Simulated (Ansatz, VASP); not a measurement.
# Cross-check of TaN between VASP and Ansatz, part 2 of 3

Wanted: the spread between two codes on one cell, functional and k mesh. The cell is taken from a series of runs on this material, whose earlier steps may have relaxed, scaled, displaced or heated it; both programs get it as it stands.

VASP 6.6.1 and Ansatz 0.2.0.

So far: The starting structure; Ansatz: zone-centre phonons, LDA, pair 1.

### 3. VASP: zone-centre phonons, LDA, pair 1

Level of this step: LDA; plane waves and PAW (N, Ta_pv) (VASP).

The same cell, functional (in two slightly different forms), mesh and smearing now go to VASP, with its own data sets.

Lines of VASP's logs that name or quote its potential files are left out, and so is its time.

INCAR reads:

```
SYSTEM = TaN
PREC = Accurate
ENCUT = 600
EDIFF = 1E-08
NELM = 120
ISMEAR = 1
SIGMA = 0.2
LREAL = .FALSE.
ALGO = Normal
GGA = PW92
NBANDS = 14
LASPH = .TRUE.
LORBIT = 11
LWAVE = .FALSE.
LCHARG = .FALSE.
ISIF = 2
IBRION = 8
GGA_COMPAT = .FALSE.
KPAR = 2
```

POSCAR reads:

```
TaN
1.0
    0.0000000000      2.1630980005      2.2390223704
    2.1630980005      0.0000000000      2.2390223704
    2.1630980005      2.1630980005      0.0000000000
N Ta
1 1
Direct
    0.0000000000      0.0000000000      0.0000000000
    0.5000000000      0.5000000000      0.5000000000
```

KPOINTS reads:

```
Automatic mesh
0
Gamma
16 16 16
0 0 0
```

PAW data sets: N and Ta_pv (LDA family, release 64).

The run is started by

```console
mpirun -np 2 vasp_std
```

Numbers of over 12 decimals in the logs are rounded to 6 here.

What it wrote:

```text
[banner, memory and clock lines left out]
running    2 mpi-ranks, on    1 nodes
 distrk:  each k-point on    1 cores,    2 groups
 distr:  one band on    1 cores,    1 groups

 POSCAR found type information on POSCAR N Ta
 POSCAR found :  2 types and       2 ions
|                                                                             |
|               ----> ADVICE to this user running VASP <----                  |
|                                                                             |
|     You enforced a specific xc type in the INCAR file but a different       |
|     [... a line on the potential file left out ...]
|     I HOPE YOU KNOW WHAT YOU ARE DOING!                                     |
|                                                                             |

 LDA part: xc-table for (Slater(with rela. corr.)+PW92), standard interpolation
 POSCAR, INCAR and KPOINTS ok, starting setup
 FFT: planning ... GRIDC
 FFT: planning ... GRID_SOFT
 FFT: planning ... GRID
 WAVECAR not read
 entering main loop
       N       E                     dE             d eps       ncg     rms          rms(c)
DAV:   1     0.948252584130E+02    0.94825E+02   -0.98058E+03  9780   0.135E+03
DAV:   2    -0.240515982220E+02   -0.11888E+03   -0.11233E+03 11904   0.330E+02
DAV:   3    -0.271397453336E+02   -0.30881E+01   -0.30513E+01 11214   0.475E+01
DAV:   4    -0.271548845551E+02   -0.15139E-01   -0.15128E-01 11526   0.353E+00
DAV:   5    -0.271549916457E+02   -0.10709E-03   -0.10709E-03 11198   0.272E-01    0.248E+01
DAV:   6    -0.242800813927E+02    0.28749E+01   -0.66986E+00 10444   0.282E+01    0.104E+01
DAV:   7    -0.241626594248E+02    0.11742E+00   -0.38982E-01 12358   0.571E+00    0.705E+00
DAV:   8    -0.241231780713E+02    0.39481E-01   -0.13112E-01 11716   0.326E+00    0.118E+00
DAV:   9    -0.241198554741E+02    0.33226E-02   -0.92933E-03 11164   0.848E-01    0.266E-01
DAV:  10    -0.241196799907E+02    0.17548E-03   -0.42727E-04 13056   0.253E-01    0.746E-02
DAV:  11    -0.241196661556E+02    0.13835E-04   -0.32999E-05 10630   0.619E-02    0.144E-02
DAV:  12    -0.241196660348E+02    0.12087E-06   -0.18890E-06 12670   0.131E-02    0.267E-03
DAV:  13    -0.241196660253E+02    0.94517E-08   -0.51900E-08 11044   0.223E-03
   1 F= -.24119666E+02 E0= -.24119625E+02  d E =-.122026E-03
 Linear response reoptimize wavefunctions to high precision
DAV:   1    -0.241196660248E+02    0.54024E-09   -0.39930E-09 12342   0.665E-04
DAV:   2    -0.241196660248E+02   -0.17735E-10   -0.16618E-10  6308   0.124E-04
 Linear response DOF=           4
 Linear response progress:
  Degree of freedom:   1/  4
       N       E                     dE             d eps       ncg     rms          rms(c)
RMM:   1    -0.233903421846E+00   -0.23390E+00    0.15040E-01 37073   0.299E+00
RMM:   2    -0.229719283976E+00    0.41841E-02   -0.43355E-03 29550   0.501E-01    0.162E-01
RMM:   3    -0.230579565466E+00   -0.86028E-03   -0.92637E-04 26565   0.186E-01    0.828E-02
RMM:   4    -0.231946504165E+00   -0.13669E-02   -0.47061E-04 27219   0.129E-01    0.230E-02
RMM:   5    -0.232057258181E+00   -0.11075E-03   -0.20464E-05 31026   0.328E-02    0.300E-03
RMM:   6    -0.232058826830E+00   -0.15686E-05   -0.17650E-06 30764   0.738E-03    0.817E-04
RMM:   7    -0.232051069912E+00    0.77569E-05   -0.18393E-07 30765   0.203E-03    0.369E-04
RMM:   8    -0.232052929123E+00   -0.18592E-05   -0.29427E-08 33260   0.679E-04    0.978E-05
RMM:   9    -0.232052377710E+00    0.55141E-06   -0.67304E-09 32250   0.227E-04    0.261E-05
RMM:  10    -0.232052230138E+00    0.14757E-06   -0.12245E-08 35185   0.731E-05    0.139E-05
RMM:  11    -0.232052231027E+00   -0.88906E-09   -0.34541E-09 32584   0.226E-05    0.674E-06
 first order change of Fermi-energy  -0.16821E-03
 force on displaced ion       1 direction 1 :  -9.515   0.000   0.000
 Linear response progress:
  Degree of freedom:   2/  4
       N       E                     dE             d eps       ncg     rms          rms(c)
RMM:   1    -0.229664372033E+00   -0.22966E+00    0.16092E-01 20654   0.290E+00
RMM:   2    -0.227006352849E+00    0.26580E-02   -0.39589E-03 16653   0.474E-01    0.143E-01
RMM:   3    -0.227840680009E+00   -0.83433E-03   -0.80270E-04 14890   0.171E-01    0.721E-02
RMM:   4    -0.229108342778E+00   -0.12677E-02   -0.41980E-04 15020   0.121E-01    0.198E-02
RMM:   5    -0.229182724242E+00   -0.74381E-04   -0.18040E-05 17510   0.299E-02    0.243E-03
RMM:   6    -0.229175090198E+00    0.76340E-05   -0.14162E-06 17280   0.634E-03    0.719E-04
RMM:   7    -0.229170499115E+00    0.45911E-05   -0.13042E-07 17814   0.164E-03    0.352E-04
RMM:   8    -0.229171271529E+00   -0.77241E-06   -0.19460E-08 18895   0.531E-04    0.164E-04
RMM:   9    -0.229171173053E+00    0.98477E-07    0.38151E-09 19185   0.193E-04    0.182E-05
RMM:  10    -0.229171079177E+00    0.93876E-07    0.24472E-09 19005   0.532E-05    0.123E-05
RMM:  11    -0.229171065555E+00    0.13622E-07   -0.27041E-09 19474   0.205E-05    0.192E-06
RMM:  12    -0.229171091476E+00   -0.25921E-07    0.12325E-09 17075   0.839E-06    0.159E-06
RMM:  13    -0.229171090747E+00    0.72889E-09    0.10737E-09 13173   0.322E-06    0.294E-07
 first order change of Fermi-energy  -0.47475E-03
 force on displaced ion       1 direction 3 :   0.000   0.000  -4.430
 Linear response progress:
  Degree of freedom:   3/  4
       N       E                     dE             d eps       ncg     rms          rms(c)
RMM:   1    -0.134749807905E+00   -0.13475E+00    0.11435E+01 18192   0.240E+01
RMM:   2    -0.163605356547E+00   -0.28856E-01   -0.27729E-02 27404   0.147E+00    0.115E-01
RMM:   3    -0.162900412986E+00    0.70494E-03   -0.20257E-03 31743   0.278E-01    0.530E-02
RMM:   4    -0.162425627421E+00    0.47479E-03   -0.16775E-04 34001   0.882E-02    0.186E-02
RMM:   5    -0.162251131558E+00    0.17450E-03   -0.18186E-05 34446   0.246E-02    0.519E-03
RMM:   6    -0.162233703410E+00    0.17428E-04   -0.28772E-06 33009   0.868E-03    0.886E-04
RMM:   7    -0.162230582808E+00    0.31206E-05   -0.37159E-07 34879   0.249E-03    0.308E-04
RMM:   8    -0.162232340437E+00   -0.17576E-05   -0.43651E-07 36736   0.877E-04    0.882E-05
RMM:   9    -0.162233206551E+00   -0.86611E-06   -0.49161E-07 34981   0.348E-04    0.444E-05
RMM:  10    -0.162233740087E+00   -0.53354E-06   -0.24007E-07 31987   0.229E-04    0.744E-06
RMM:  11    -0.162233742290E+00   -0.22027E-08   -0.18825E-07 37966   0.102E-04    0.811E-06
RMM:  12    -0.162233727727E+00    0.14563E-07   -0.88383E-08 33907   0.559E-05    0.116E-06
RMM:  13    -0.162233736256E+00   -0.85290E-08   -0.48794E-08 33389   0.291E-05    0.113E-06
 first order change of Fermi-energy   0.29239E-03
 force on displaced ion       2 direction 1 :  -9.514   0.000   0.000
 Linear response progress:
  Degree of freedom:   4/  4
       N       E                     dE             d eps       ncg     rms          rms(c)
RMM:   1    -0.136608309892E+00   -0.13661E+00    0.11423E+01 10412   0.237E+01
RMM:   2    -0.164481797935E+00   -0.27873E-01   -0.27955E-02 15412   0.146E+00    0.947E-02
RMM:   3    -0.163966080270E+00    0.51572E-03   -0.18874E-03 17685   0.258E-01    0.451E-02
RMM:   4    -0.163608025838E+00    0.35805E-03   -0.13877E-04 19044   0.728E-02    0.183E-02
RMM:   5    -0.163435592346E+00    0.17243E-03   -0.12294E-05 19015   0.210E-02    0.346E-03
RMM:   6    -0.163440207296E+00   -0.46150E-05   -0.15731E-06 18284   0.776E-03    0.708E-04
RMM:   7    -0.163441604514E+00   -0.13972E-05   -0.33070E-06 20005   0.225E-03    0.339E-04
RMM:   8    -0.163442773148E+00   -0.11686E-05   -0.98512E-07 19599   0.795E-04    0.975E-05
RMM:   9    -0.163443724035E+00   -0.95089E-06   -0.10249E-06 20608   0.336E-04    0.410E-05
RMM:  10    -0.163444136386E+00   -0.41235E-06   -0.31486E-07 17824   0.208E-04    0.718E-06
RMM:  11    -0.163444152399E+00   -0.16012E-07   -0.21247E-07 20824   0.836E-05    0.419E-06
RMM:  12    -0.163444134959E+00    0.17439E-07   -0.64459E-08 18965   0.421E-05    0.820E-07
RMM:  13    -0.163444133128E+00    0.18316E-08   -0.36671E-08 16949   0.220E-05    0.841E-07
 first order change of Fermi-energy   0.56896E-03
 force on displaced ion       2 direction 3 :   0.000   0.000  -4.431
 Linear response finished
```

Parts of OUTCAR (step 3):

```text
ion  position               nearest neighbor table
   1  0.000  0.000  0.000-   2 2.16   2 2.16   2 2.16   2 2.16   2 2.24   2 2.24
   2  0.500  0.500  0.500-   1 2.16   1 2.16   1 2.16   1 2.16   1 2.24   1 2.24

  LATTYP: Found a body centered tetragonal cell.
 ALAT       =     3.0590825290
 C/A-ratio  =     1.4638522166

 Subroutine GETGRP returns: Found 16 space group operations
 (whereof 16 operations were pure point group operations)

The static configuration has the point symmetry D_4h.

 Found    349 irreducible k-points:

   k-points           NKPTS =    349   k-points in BZ     NKDIM =    349   number of bands    NBANDS=     14

   dimension x,y,z NGX =    28 NGY =   28 NGZ =   24
   dimension x,y,z NGXF=    56 NGYF=   56 NGZF=   48

   ENCUT  =  600.0 eV  44.10 Ry    6.64 a.u.   6.22  6.22  6.11*2*pi/ulx,y,z

   NELECT =      16.0000    total number of electrons

 k-points in reciprocal lattice and weights: Automatic mesh
   0.00000000  0.00000000  0.00000000       0.000
   0.06250000  0.00000000  0.00000000       0.002
   0.12500000  0.00000000  0.00000000       0.002
   0.18750000  0.00000000  0.00000000       0.002
   0.25000000  0.00000000  0.00000000       0.002
   0.31250000  0.00000000  0.00000000       0.002
   0.37500000  0.00000000  0.00000000       0.002
   0.43750000  0.00000000  0.00000000       0.002
   0.50000000  0.00000000  0.00000000       0.001
[...]
-0.31250000  0.18750000  0.50000000       0.001
  -0.25000000  0.25000000  0.50000000       0.000

 average (electrostatic) potential at core
       1 -60.8476       2 -35.0560

  Total        0.2306907      0.2306907     -2.1967242      0.0000000      0.0000000     -0.0000000
  in kB       17.6400534     17.6400534   -167.9752510      0.0000000      0.0000000     -0.0000000
  external PRESSURE =     -44.2317148 kB  Pullay stress =       0.0000000 kB

  energy-cutoff  :      600.00
  volume of cell :       20.95
      direct lattice vectors                 reciprocal lattice vectors
     0.000000000  2.163098000  2.239022370    -0.231149952  0.231149952  0.223311748
     2.163098000  0.000000000  2.239022370     0.231149952 -0.231149952  0.223311748
     2.163098000  2.163098000  0.000000000     0.231149952  0.231149952 -0.223311748

 POSITION                                       TOTAL-FORCE (eV/Angst)
 -----------------------------------------------------------------------------------
      0.00000      0.00000      0.00000         0.000000      0.000000      0.000000
      2.16310      2.16310      2.23902         0.000000     -0.000000     -0.000000
 -----------------------------------------------------------------------------------
    total drift:                                0.000000      0.000000      0.000000

 Eigenvectors and eigenvalues of the dynamical matrix
 ----------------------------------------------------

   1 f  =   13.376724 THz    84.048435 2PiTHz  446.199481 cm-1    55.321660 meV
             X         Y         Z           dx          dy          dz
      0.000000  0.000000  0.000000     0.000000    0.963425    0.000000
      2.163098  2.163098  2.239022     0.000000   -0.267978    0.000000

   2 f  =   13.376724 THz    84.048435 2PiTHz  446.199481 cm-1    55.321660 meV
             X         Y         Z           dx          dy          dz
      0.000000  0.000000  0.000000     0.963425    0.000000    0.000000
      2.163098  2.163098  2.239022    -0.267978    0.000000    0.000000

   3 f  =    9.127402 THz    57.349160 2PiTHz  304.457366 cm-1    37.747885 meV
             X         Y         Z           dx          dy          dz
      0.000000  0.000000  0.000000     0.000000    0.000000    0.963415
      2.163098  2.163098  2.239022     0.000000    0.000000   -0.268013

   4 f/i=    0.000168 THz     0.001056 2PiTHz    0.005608 cm-1     0.000695 meV
             X         Y         Z           dx          dy          dz
      0.000000  0.000000  0.000000     0.000000   -0.267978    0.000000
      2.163098  2.163098  2.239022     0.000000   -0.963425    0.000000

   5 f/i=    0.000168 THz     0.001056 2PiTHz    0.005608 cm-1     0.000695 meV
             X         Y         Z           dx          dy          dz
      0.000000  0.000000  0.000000    -0.267978    0.000000    0.000000
      2.163098  2.163098  2.239022    -0.963425    0.000000    0.000000

   6 f/i=    0.000218 THz     0.001369 2PiTHz    0.007269 cm-1     0.000901 meV
             X         Y         Z           dx          dy          dz
      0.000000  0.000000  0.000000     0.000000    0.000000   -0.268013
      2.163098  2.163098  2.239022     0.000000    0.000000   -0.963415

 ELASTIC MODULI CONTR FROM IONIC RELAXATION (kBar)
 Direction    XX          YY          ZZ          XY          YZ          ZX
 --------------------------------------------------------------------------------
 XX           0.0000      0.0000      0.0000      0.0000      0.0000      0.0000
 YY           0.0000      0.0000      0.0000      0.0000      0.0000      0.0000
 ZZ           0.0000      0.0000      0.0000      0.0000      0.0000      0.0000
 XY           0.0000      0.0000      0.0000      0.0000      0.0000      0.0000
 YZ           0.0000      0.0000      0.0000      0.0000      0.0000      0.0000
 ZX           0.0000      0.0000      0.0000      0.0000      0.0000      0.0000
 --------------------------------------------------------------------------------
```

Energies printed during the response cycles are not total energies of the cell.

### 4. Side by side

Known differences besides the potentials themselves: the data sets hold 18 valence electrons in Ansatz (on its PAW soft_1 files) and 16 in VASP; the cutoff is 420 eV in Ansatz and 600 eV in VASP; VASP's log shows a relativistic correction to its local exchange, Ansatz's none. Total energies have different zeros and are not compared.

The two programs side by side:

```
                  quantity  Ansatz   VASP  difference
     optical mode 1 (cm⁻¹)   302.3  304.5     -0.70 %
optical mode 2 to 3 (cm⁻¹)   443.9  446.2     -0.52 %
```

Modes are paired by rising frequency, not by their patterns, so a pair may set unlike modes beside each other; they are those without the splitting of longitudinal modes.

[end of part 2 of 3]

[Lines on the potential files, build, host, timing and source positions are cut from VASP's logs without a mark.]

[Logs are printed without paths, hosts, clocks, repeated set-up lines and the standing remarks that a program may print on its own settings, such as how far it seeks lower states.]

[Hosts, paths, dates, database ids (printed as entryN), source tags and the programs' standing remarks are cut or masked in the printed files.]
